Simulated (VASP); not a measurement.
An input for Ansatz (written as the equivalent of a VASP run, and not itself run):

Ansatz 0.2 input:
```yaml
crystal:
  lattice:
    - [0.0000000, 2.5700000, 2.5700000]
    - [2.5700000, 0.0000000, 2.5700000]
    - [2.5700000, 2.5700000, 0.0000000]
  atoms:
    - { symbol: Be, position: [0.0000000, 0.0000000, 0.0000000] }
    - { symbol: Se, position: [0.2500000, 0.2500000, 0.2500000] }
kpoints:
  mp_grid: { grid: [8, 8, 8] }
hamiltonian:
  xc: pbe
  pseudopotentials: { kind: paw }
scf:
  occupations: { method: gaussian, width: 0.05 }
  max_iter: 100
relax:
  max_steps: 60
  f_tol: 0.01
  cell: {}
output: { forces: true, stress: true, eigenvalues: true }
```

Write the VASP files for the same calculation (PBE).

One answer among several that fit: 
### INCAR
```
SYSTEM = BeSe
PREC = Accurate
ENCUT = 400
EDIFF = 1E-6
NELM = 100
ALGO = Normal
LREAL = .FALSE.
LASPH = .TRUE.
ISMEAR = 0
SIGMA = 0.05
GGA = PE
LMAXMIX = 4
LWAVE = .FALSE.
LCHARG = .FALSE.
IBRION = 2
ISIF = 3
NSW = 60
EDIFFG = -0.01
```

### KPOINTS
```
Automatic mesh
0
Gamma
8 8 8
0 0 0
```

### POSCAR
```
BeSe
1
    0.0000000000     2.5700000000     2.5700000000
    2.5700000000     0.0000000000     2.5700000000
    2.5700000000     2.5700000000     0.0000000000
Be Se
1 1
Direct
  0.0000000000   0.0000000000   0.0000000000
  0.2500000000   0.2500000000   0.2500000000
```

POTCAR, in this order: Be Se (PBE.64 set). Program: vasp_std.

Limits of the translation: each code has its own PAW files, so the cut-off isn't converted (ENCUT is set for VASP's; basis.ecutwfc is left out, and Ansatz then takes the one that its files recommend); Ansatz stops its SCF on the density residual and VASP on the energy change (EDIFF).

The compound is BeSe in the zinc blende structure. This run relaxes it. Symmetry was kept, so distortions that lower it aren't found.
